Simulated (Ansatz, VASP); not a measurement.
# HfC in two plane-wave programs

One calculation is typed for both programs; each brings its own data sets. How far apart do they land? The cell is taken from a series of runs on this material, whose earlier steps may have relaxed, scaled, displaced or heated it; both programs get it as it stands.

Calculated with Ansatz 0.2.0; plane waves, with VASP 6.6.1 beside it; zone-centre phonons at LDA.

### Step 1. Starting point

It takes space group Fm-3m (No. 225, cubic). The conventional cell has a = 4.479 Å, b = 4.479 Å, c = 4.479 Å, α = 90.00°, β = 90.00°, γ = 90.00°. Nearest to C lie 6 Hf at 2.24 Å. Nearest to Hf lie 6 C at 2.24 Å. Farther neighbours are not listed.

### Step 2. Ansatz: zone-centre phonons, LDA, pair 1

Ansatz runs on its PAW soft_1 files.

Second derivatives magnify differences that forces hide, and they need a tight electronic threshold.

The input, input.yaml:

```yaml
crystal:
  lattice:
    - [0.0, 2.2396988289, 2.2396988289]
    - [2.2396988289, 0.0, 2.2396988289]
    - [2.2396988289, 2.2396988289, 0.0]
  atoms:
    - { symbol: C, position: [0.0, 0.0, 0.0] }
    - { symbol: Hf, position: [0.5, 0.5, 0.5] }
kpoints:
  mp_grid: { grid: [16, 16, 16] }
hamiltonian:
  xc: lda
  pseudopotentials: { kind: paw, azcp: { folder: soft_1 }, xc_functional: pbe }
scf:
  occupations: { method: methfessel_paxton, width: 0.2 }
output:
  eigenvalues: true
phonons:
  method: dfpt
```

Started as:

```sh
$ ansatz run input.yaml --threads 4 --pin off --max-ram 10240MiB --backend cpu --events-out ev --progress --plain --runs-dir out
```

Numbers of over 12 decimals in the logs are rounded to 6 here.

The log of the run:

```text
Engine: ansatz 0.2.0, x86_64-unknown-linux-gnu
Pseudopotentials: kind: paw
Pseudopotential: C, paw, valence charge 4, recommended cutoff 420 eV (normal), soft_1/C.paw.azcp
Pseudopotential: Hf, paw, valence charge 26, recommended cutoff 420 eV (normal), soft_1/Hf.paw.azcp
Functional definition: SPW92
  exchange = slater_x
  correlation = pw_c
Crystal: 2 atoms, lattice volume = 22.470 Å³
Basis set: ecut = 420 eV, 459 PW (Γ), exchange–correlation on 48×48×48 points (8 copies of the dense FFT grid, shifted against one another)
Bands: 19, of which v1, the nominal top of the filled ones, is band 15 counted from 1 (14 counted from 0)
Symmetry: 48 space group operations
k-points: 349 of 4096 (irreducible under 8 space group operations, time reversal used)
Non-local potential: C, projectors of the file, l = 0: 2, l = 1: 2, l = 2: 1
Non-local potential: Hf, projectors of the file, l = 0: 3, l = 1: 2, l = 2: 2, l = 3: 3
PAW form: soft (Blöchl's): semilocal exchange-correlation on the pseudo side does not see the compensation charge
PAW frozen core: C, regenerated for the run's functional, and the local potential with it (the file was generated under x = pbe(κ = 0.804, μ = 0.219515), c = pbe(β = 0.066725))
PAW frozen core: Hf, regenerated for the run's functional, and the local potential with it (the file was generated under x = pbe(κ = 0.804, μ = 0.219515), c = pbe(β = 0.066725))
PAW one-centre angular grid: C, 110 points (default); XC on 64 Gauss nodes
PAW one-centre angular grid: Hf, 590 points (default); XC on 64 Gauss nodes
Initial density: superposition of atomic densities (chi_scale 0.1, normalization cell, long waves kept (reshape's long-wave potential 0.00 eV rms))
Initial wavefunctions: pseudopotential atomic-orbital guess
Functional: x = slater, c = lda
SCF iter   1: F=—  HF=-15723.120255 eV  |F-HF|=—  |Δ(HF+E_count)|=         —  Δρ=9.83e-2  dr2=2.80e0  ethr=3.10e-3  ⟨swp⟩=4.8  Hψ=29246  notcnv=0
preconditioner: auto → Kerker (q_TF=auto, 2.863 Å⁻¹)  [metal: Δε(μ)=0.096 eV  Ē_g=17.890 eV  σ=0.200 eV  W_gap=0.37  n_scr=14 (ndim 8)  ℏωp=41.5 eV  f_vac=0.000  D(μ)=0.22/eV (n_scr^D=0)]
SCF iter   2: F=—  HF=-15722.506550 eV  |F-HF|=—  |Δ(HF+E_count)|=   6.14e-1  S|Δr|=    0.00e0  Δρ=3.48e-2  dr2=2.78e-1  ethr=3.10e-3  ⟨swp⟩=2.1  Hψ=11723  notcnv=0
SCF iter   3: F=—  HF=-15722.439838 eV  |F-HF|=—  |Δ(HF+E_count)|=   6.67e-2  S|Δr|=    0.00e0  Δρ=1.35e-2  dr2=2.36e-2  ethr=9.27e-4  ⟨swp⟩=2.0  Hψ=12664  notcnv=0
SCF iter   4: F=—  HF=-15722.434933 eV  |F-HF|=—  |Δ(HF+E_count)|=   4.90e-3  S|Δr|=    0.00e0  Δρ=7.69e-3  dr2=6.28e-3  ethr=7.86e-5  ⟨swp⟩=2.0  Hψ=11740  notcnv=0
SCF iter   5: F=—  HF=-15722.434430 eV  |F-HF|=—  |Δ(HF+E_count)|=   5.03e-4  S|Δr|=    0.00e0  Δρ=1.50e-3  dr2=2.94e-4  ethr=2.09e-5  ⟨swp⟩=2.0  Hψ=10662  notcnv=0
SCF iter   6: F=—  HF=-15722.434308 eV  |F-HF|=—  |Δ(HF+E_count)|=   1.21e-4  S|Δr|=    0.00e0  Δρ=2.96e-4  dr2=2.05e-5  ethr=9.80e-7  ⟨swp⟩=2.4  Hψ=11693  notcnv=0
SCF iter   7: F=—  HF=-15722.434306 eV  |F-HF|=—  |Δ(HF+E_count)|=   2.03e-6  S|Δr|=    0.00e0  Δρ=8.74e-5  dr2=1.23e-6  ethr=6.82e-8  ⟨swp⟩=2.1  Hψ=11967  notcnv=0
SCF iter   8: F=—  HF=-15722.434304 eV  |F-HF|=—  |Δ(HF+E_count)|=   2.21e-6  S|Δr|=    0.00e0  Δρ=1.51e-5  dr2=3.56e-8  ethr=4.09e-9  ⟨swp⟩=1.6  Hψ=8369  notcnv=0
SCF iter   9: F=—  HF=-15722.434304 eV  |F-HF|=—  |Δ(HF+E_count)|=  2.69e-10  S|Δr|=    0.00e0  Δρ=2.66e-6  dr2=1.21e-9  ethr=1.19e-10  ⟨swp⟩=2.4  Hψ=11497  notcnv=0
SCF iter  10: F=—  HF=-15722.434304 eV  |F-HF|=—  |Δ(HF+E_count)|=  1.60e-10  S|Δr|=    0.00e0  Δρ=2.53e-7  dr2=1.66e-11  ethr=4.02e-12  ⟨swp⟩=2.4  Hψ=11524  notcnv=0
SCF iter  11: F=-15722.434304 eV  HF=-15722.434304 eV  |F-HF|=0.00e0  |Δ(HF+E_count)|=  7.28e-12  S|Δr|=    0.00e0  Δρ=5.51e-8  dr2=6.70e-13  ethr=1.00e-12  ⟨swp⟩=6.9  Hψ=35898  notcnv=0
SCF 1 converged in 11 iterations: F = -15722.434304 eV  dr2 = 6.70e-13
  greatest PAW one-centre occupation: 0.998 electrons in one spin orbital (limit 2), on the Hf atom at site 1 (counted from 0), in its partial waves of l = 3
DFPT response loops at Γ: preconditioner auto → Kerker (q_TF=auto, 2.863 Å⁻¹) (partly filled bands, converged f_vac=0.000); β = 1.00, the filter's whole step (`scf.mixing.beta` (0.50) is not read by the response loops under this deck's `scf.mixing.preconditioner`; to damp them name `kerker` or `kerker_dos`, under which they read `scf.mixing.beta`, and type it under 1.00, their step now; both keys bind the ground state too); Broyden in place of MSR1
SCF converged after 11 iterations
Stability not checked: this state was not tested for a lower state beside it, because cold or Methfessel-Paxton smearing, or corrected tetrahedra, fill the levels in a way that the test cannot read (fill_not_monotonic; see scf.lower_state_search)
Free energy (F): -15722.434304 eV
Harris-Foulkes:  -15722.434304 eV  (|F-HF|=0.00e0)
Internal energy: -15722.433781 eV  (E = F + TS)
E sigma→0 (E₀):  -15722.434173 eV
Entropy (-TS):   -0.000523 eV (-0.261 meV/atom)
Fermi energy:    20.623343 eV
--- Per-component energies (eV) ---
  E_band       = 133.934107
  E_kinetic    = 502.643029
  E_local      = -5928.691903  (includes V_loc(G=0)·N_el)
  E_nonlocal   = 100.147210
  E_hartree    = 2929.582986
  E_xc         = -314.750079
  E_vxc        = -317.530896  (∫ρ·V_xc dr)
  E_paw        = -7549.981202  (= ΣΔE_a)
  E_vpaw       = -81.799423  (= ΣTr[D̂ρ^β])
  E_aug_tail   = 0.000125  (compensation charges beyond the density's cutoff)
  E_ewald      = -5463.903868
  E_core_change = 2.519920  (= ΣΔE_core)
  E_smearing   = -0.000523  (= −TS)
  E_closure    = 0.000000  (closes the sum)
  Σ components = -15722.434304   (vs F -15722.434304, Δ=0.00e0)
--- Band table (eV; the first three rows and the last of 349) ---
  k-point 0: bands = [... 11 lower, 10.0675, 21.7725, 21.7725, 21.7725, 21.8893, 21.8893, 21.8893, 24.2319]
  k-point 1: bands = [... 11 lower, 10.0677, 20.8639, 21.1347, 21.1347, 22.1738, 22.1738, 22.5658, 24.8153]
  k-point 2: bands = [... 11 lower, 10.0681, 19.7547, 20.2261, 20.2261, 22.5432, 22.5432, 23.0699, 26.0324]
  k-point 348: bands = [... 11 lower, 10.9567, 17.3460, 17.8318, 17.8318, 24.5494, 24.5494, 28.1243, 28.6561]
--- Phonons (Γ-DFPT): 2 representative perturbations + reference, on 349 of 4096 k-points (Σ response iterations 7) ---
  k mesh reduced under 8 symmetry operations, with k and −k counted as one. Each operation leaves every solved perturbation unchanged. A smaller set is not used because it would not reduce the number of displacements times k-points to solve
  ASR residual: 3.928e-5 → 0.000e0 eV/Å²; symmetrization residual: 5.039e-7 eV/Å²
  ASR residual per site (eV/Å²): 3.93e-5 1.62e-7
  Γ frequencies (cm⁻¹): 0.00 0.00 0.00 522.73 522.73 522.73
  non-analytic LO–TO correction: not included (Born effective charges unavailable; polar crystals: no LO–TO splitting at Γ)
```

The column dr2 measures how far the density is from self-consistency, as an energy; F and HF (Harris–Foulkes) agree once it is small.

### Step 3. VASP: zone-centre phonons, LDA, pair 1

The same cell, functional (in two slightly different forms), mesh and smearing now go to VASP, with its own data sets.

Lines of VASP's logs that name or quote its potential files are left out, and so is its time.

The input, INCAR:

```
SYSTEM = HfC
PREC = Accurate
ENCUT = 600
EDIFF = 1E-08
NELM = 120
ISMEAR = 1
SIGMA = 0.2
LREAL = .FALSE.
ALGO = Normal
GGA = PW92
NBANDS = 13
LASPH = .TRUE.
LORBIT = 11
LWAVE = .FALSE.
LCHARG = .FALSE.
ISIF = 2
IBRION = 8
GGA_COMPAT = .FALSE.
KPAR = 2
```

The input, POSCAR:

```
HfC
1.0
    0.0000000000      2.2396988289      2.2396988289
    2.2396988289      0.0000000000      2.2396988289
    2.2396988289      2.2396988289      0.0000000000
C Hf
1 1
Direct
    0.0000000000      0.0000000000      0.0000000000
    0.5000000000      0.5000000000      0.5000000000
```

The input, KPOINTS:

```
Automatic mesh
0
Gamma
16 16 16
0 0 0
```

The projector-augmented-wave data sets are C and Hf_pv (LDA family, release 64).

Started as:

```sh
$ mpirun -np 2 vasp_std
```

The log of the run:

```text
[banner, memory and clock lines left out]
running    2 mpi-ranks, on    1 nodes
 distrk:  each k-point on    1 cores,    2 groups
 distr:  one band on    1 cores,    1 groups

 POSCAR found type information on POSCAR C Hf
 POSCAR found :  2 types and       2 ions
|                                                                             |
|               ----> ADVICE to this user running VASP <----                  |
|                                                                             |
|     You enforced a specific xc type in the INCAR file but a different       |
|     [... a line on the potential file left out ...]
|     I HOPE YOU KNOW WHAT YOU ARE DOING!                                     |
|                                                                             |

 LDA part: xc-table for (Slater(with rela. corr.)+PW92), standard interpolation
 POSCAR, INCAR and KPOINTS ok, starting setup
 FFT: planning ... GRIDC
 FFT: planning ... GRID_SOFT
 FFT: planning ... GRID
 WAVECAR not read
 entering main loop
       N       E                     dE             d eps       ncg     rms          rms(c)
DAV:   1     0.250739849636E+02    0.25074E+02   -0.87467E+03  3770   0.120E+03
DAV:   2    -0.242595752087E+02   -0.49334E+02   -0.46194E+02  4740   0.227E+02
DAV:   3    -0.258971857988E+02   -0.16376E+01   -0.16282E+01  4723   0.297E+01
DAV:   4    -0.259058345871E+02   -0.86488E-02   -0.86462E-02  4206   0.252E+00
DAV:   5    -0.259058918302E+02   -0.57243E-04   -0.57242E-04  4717   0.185E-01    0.708E+01
DAV:   6    -0.228818475031E+02    0.30240E+01   -0.13223E+01  4285   0.198E+01    0.493E+01
DAV:   7    -0.228282771275E+02    0.53570E-01   -0.51613E-01  4460   0.526E+00    0.251E+01
DAV:   8    -0.228149028989E+02    0.13374E-01   -0.35916E-02  4595   0.150E+00    0.431E+00
DAV:   9    -0.228118121733E+02    0.30907E-02   -0.16399E-02  4495   0.675E-01    0.168E+00
DAV:  10    -0.228114435529E+02    0.36862E-03   -0.12809E-03  4488   0.267E-01    0.466E-02
DAV:  11    -0.228114438051E+02   -0.25220E-06   -0.54525E-05  4555   0.664E-02    0.543E-02
DAV:  12    -0.228114434428E+02    0.36230E-06   -0.10886E-06  4756   0.915E-03    0.132E-02
DAV:  13    -0.228114433141E+02    0.12868E-06   -0.35386E-07  4530   0.356E-03    0.419E-04
DAV:  14    -0.228114433176E+02   -0.34511E-08   -0.77021E-09  3150   0.769E-04
   1 F= -.22811443E+02 E0= -.22811267E+02  d E =-.527649E-03
 Linear response reoptimize wavefunctions to high precision
DAV:   1    -0.228114433178E+02   -0.21237E-09   -0.12996E-09  3334   0.322E-04
DAV:   2    -0.228114433178E+02   -0.44110E-10   -0.16513E-10  2545   0.102E-04
 Linear response DOF=           2
 Linear response progress:
  Degree of freedom:   1/  2
       N       E                     dE             d eps       ncg     rms          rms(c)
RMM:   1    -0.125631132046E+00   -0.12563E+00    0.15168E-02 19815   0.200E+00
RMM:   2    -0.120095125004E+00    0.55360E-02   -0.36626E-03 14554   0.374E-01    0.504E-01
RMM:   3    -0.120393273039E+00   -0.29815E-03   -0.78629E-04 13126   0.163E-01    0.262E-01
RMM:   4    -0.121428281908E+00   -0.10350E-02   -0.49280E-04 13394   0.125E-01    0.404E-02
RMM:   5    -0.121423957592E+00    0.43243E-05   -0.12180E-05 14977   0.257E-02    0.115E-02
RMM:   6    -0.121424902376E+00   -0.94478E-06   -0.34802E-07 16038   0.401E-03    0.363E-03
RMM:   7    -0.121412216430E+00    0.12686E-04   -0.97522E-08 15462   0.214E-03    0.248E-03
RMM:   8    -0.121414923081E+00   -0.27067E-05   -0.13409E-08 16688   0.590E-04    0.153E-04
RMM:   9    -0.121414609215E+00    0.31387E-06   -0.11277E-08 17177   0.109E-04    0.191E-04
RMM:  10    -0.121414613289E+00   -0.40738E-08   -0.25369E-08 17476   0.376E-05    0.113E-04
 first order change of Fermi-energy   0.47192E-03
 force on displaced ion       1 direction 1 : -11.218   0.000   0.000
 Linear response progress:
  Degree of freedom:   2/  2
       N       E                     dE             d eps       ncg     rms          rms(c)
RMM:   1    -0.211177991056E+00   -0.21118E+00    0.38233E+00 10226   0.117E+01
RMM:   2    -0.205115233258E+00    0.60628E-02   -0.29474E-02 14036   0.124E+00    0.571E-01
RMM:   3    -0.204464497891E+00    0.65074E-03   -0.88826E-04 17100   0.144E-01    0.249E-01
RMM:   4    -0.203988838336E+00    0.47566E-03   -0.76182E-05 18412   0.501E-02    0.140E-01
RMM:   5    -0.203617526362E+00    0.37131E-03   -0.26856E-05 18975   0.332E-02    0.144E-02
RMM:   6    -0.203617242862E+00    0.28350E-06   -0.17040E-06 18580   0.103E-02    0.737E-03
RMM:   7    -0.203624913720E+00   -0.76709E-05   -0.35261E-06 20074   0.231E-03    0.687E-03
RMM:   8    -0.203625748013E+00   -0.83429E-06   -0.50686E-06 20362   0.563E-04    0.202E-03
RMM:   9    -0.203626478044E+00   -0.73003E-06   -0.37084E-06 20240   0.286E-04    0.310E-04
RMM:  10    -0.203626786019E+00   -0.30798E-06   -0.20074E-06 20058   0.113E-04    0.855E-05
RMM:  11    -0.203626837014E+00   -0.50995E-07   -0.10395E-06 21589   0.559E-05    0.670E-05
RMM:  12    -0.203626864714E+00   -0.27700E-07   -0.54369E-07 20285   0.383E-05    0.119E-05
RMM:  13    -0.203626866307E+00   -0.15935E-08   -0.32204E-07 18586   0.312E-05    0.106E-05
RMM:  14    -0.203626868458E+00   -0.21513E-08   -0.19763E-07 15634   0.278E-05    0.701E-06
RMM:  15    -0.203626871934E+00   -0.34752E-08   -0.13393E-07 14838   0.265E-05    0.477E-06
RMM:  16    -0.203626869638E+00    0.22960E-08   -0.93099E-08 13881   0.257E-05    0.416E-06
 first order change of Fermi-energy   0.33169E-04
 force on displaced ion       2 direction 1 : -11.219   0.000   0.000
 Linear response finished
```

From OUTCAR (step 3):

```text
ion  position               nearest neighbor table
   1  0.000  0.000  0.000-   2 2.24   2 2.24   2 2.24   2 2.24   2 2.24   2 2.24
   2  0.500  0.500  0.500-   1 2.24   1 2.24   1 2.24   1 2.24   1 2.24   1 2.24

  LATTYP: Found a face centered cubic cell.
 ALAT       =     4.4793976578

 Subroutine GETGRP returns: Found 48 space group operations
 (whereof 48 operations were pure point group operations)

The static configuration has the point symmetry O_h .

 Found    145 irreducible k-points:

   k-points           NKPTS =    145   k-points in BZ     NKDIM =    145   number of bands    NBANDS=     13

   dimension x,y,z NGX =    28 NGY =   28 NGZ =   28
   dimension x,y,z NGXF=    56 NGYF=   56 NGZF=   56

   ENCUT  =  600.0 eV  44.10 Ry    6.64 a.u.   6.33  6.33  6.33*2*pi/ulx,y,z

   NELECT =      14.0000    total number of electrons

 k-points in reciprocal lattice and weights: Automatic mesh
   0.00000000  0.00000000  0.00000000       0.000
   0.06250000  0.00000000  0.00000000       0.002
   0.12500000  0.00000000  0.00000000       0.002
   0.18750000  0.00000000  0.00000000       0.002
   0.25000000  0.00000000  0.00000000       0.002
   0.31250000  0.00000000  0.00000000       0.002
   0.37500000  0.00000000  0.00000000       0.002
   0.43750000  0.00000000  0.00000000       0.002
   0.50000000  0.00000000  0.00000000       0.001
[...]
-0.31250000  0.50000000  0.18750000       0.003
  -0.25000000  0.50000000  0.25000000       0.001

 average (electrostatic) potential at core
       1 -50.9112       2 -34.2577

  Total        2.6708995      2.6708995      2.6708995      0.0000000      0.0000000      0.0000000
  in kB      190.4448651    190.4448651    190.4448651      0.0000000      0.0000000      0.0000000
  external PRESSURE =     190.4448651 kB  Pullay stress =       0.0000000 kB

  energy-cutoff  :      600.00
  volume of cell :       22.47
      direct lattice vectors                 reciprocal lattice vectors
     0.000000000  2.239698829  2.239698829    -0.223244301  0.223244301  0.223244301
     2.239698829  0.000000000  2.239698829     0.223244301 -0.223244301  0.223244301
     2.239698829  2.239698829  0.000000000     0.223244301  0.223244301 -0.223244301

 POSITION                                       TOTAL-FORCE (eV/Angst)
 -----------------------------------------------------------------------------------
      0.00000      0.00000      0.00000         0.000000      0.000000     -0.000000
      2.23970      2.23970      2.23970         0.000000     -0.000000      0.000000
 -----------------------------------------------------------------------------------
    total drift:                                0.000000      0.000000      0.000000

 Eigenvectors and eigenvalues of the dynamical matrix
 ----------------------------------------------------

   1 f  =   15.608719 THz    98.072472 2PiTHz  520.650815 cm-1    64.552445 meV
             X         Y         Z           dx          dy          dz
      0.000000  0.000000  0.000000     0.967960   -0.000000    0.000000
      2.239699  2.239699  2.239699    -0.251105    0.000000    0.000000

   2 f  =   15.608719 THz    98.072472 2PiTHz  520.650815 cm-1    64.552445 meV
             X         Y         Z           dx          dy          dz
      0.000000  0.000000  0.000000     0.000000    0.967960    0.000000
      2.239699  2.239699  2.239699     0.000000   -0.251105    0.000000

   3 f  =   15.608719 THz    98.072472 2PiTHz  520.650815 cm-1    64.552445 meV
             X         Y         Z           dx          dy          dz
      0.000000  0.000000  0.000000    -0.000000    0.000000   -0.967960
      2.239699  2.239699  2.239699    -0.000000    0.000000    0.251105

   4 f/i=    0.000127 THz     0.000800 2PiTHz    0.004245 cm-1     0.000526 meV
             X         Y         Z           dx          dy          dz
      0.000000  0.000000  0.000000    -0.178723   -0.172342    0.037547
      2.239699  2.239699  2.239699    -0.688944   -0.664345    0.144736

   5 f/i=    0.000127 THz     0.000800 2PiTHz    0.004245 cm-1     0.000526 meV
             X         Y         Z           dx          dy          dz
      0.000000  0.000000  0.000000    -0.176084    0.171207   -0.052309
      2.239699  2.239699  2.239699    -0.678768    0.659970   -0.201642

   6 f/i=    0.000127 THz     0.000800 2PiTHz    0.004245 cm-1     0.000526 meV
             X         Y         Z           dx          dy          dz
      0.000000  0.000000  0.000000    -0.010301    0.063560    0.242709
      2.239699  2.239699  2.239699    -0.039710    0.245012    0.935595

 ELASTIC MODULI CONTR FROM IONIC RELAXATION (kBar)
 Direction    XX          YY          ZZ          XY          YZ          ZX
 --------------------------------------------------------------------------------
 XX           0.0000      0.0000      0.0000      0.0000      0.0000      0.0000
 YY           0.0000      0.0000      0.0000      0.0000      0.0000      0.0000
 ZZ           0.0000      0.0000      0.0000      0.0000      0.0000      0.0000
 XY           0.0000      0.0000      0.0000      0.0000      0.0000      0.0000
 YZ           0.0000      0.0000      0.0000      0.0000      0.0000      0.0000
 ZX           0.0000      0.0000      0.0000      0.0000      0.0000      0.0000
 --------------------------------------------------------------------------------
```

### Step 4. Comparison

Known differences besides the potentials themselves: the data sets hold 30 valence electrons in Ansatz (on its PAW soft_1 files) and 14 in VASP; the cutoff is 420 eV in Ansatz and 600 eV in VASP; VASP's log shows a relativistic correction to its local exchange, Ansatz's none. Total energies have different zeros and are not compared.

The two programs side by side:

```
                  quantity  Ansatz   VASP  difference
optical mode 1 to 3 (cm⁻¹)   522.7  520.7     +0.40 %
```

Modes are paired by rising frequency, not by their patterns, so a pair may set unlike modes beside each other; they are those without the splitting of longitudinal modes.

(Part 1 of 2 ends here.)

[Lines on the potential files, build, host, timing and source positions are cut from VASP's logs without a mark.]

[Logs are printed without paths, hosts, clocks, repeated set-up lines and the standing remarks that a program may print on its own settings, such as how far it seeks lower states.]

[Hosts, paths, dates, database ids (printed as entryN), source tags and the programs' standing remarks are cut or masked in the printed files.]
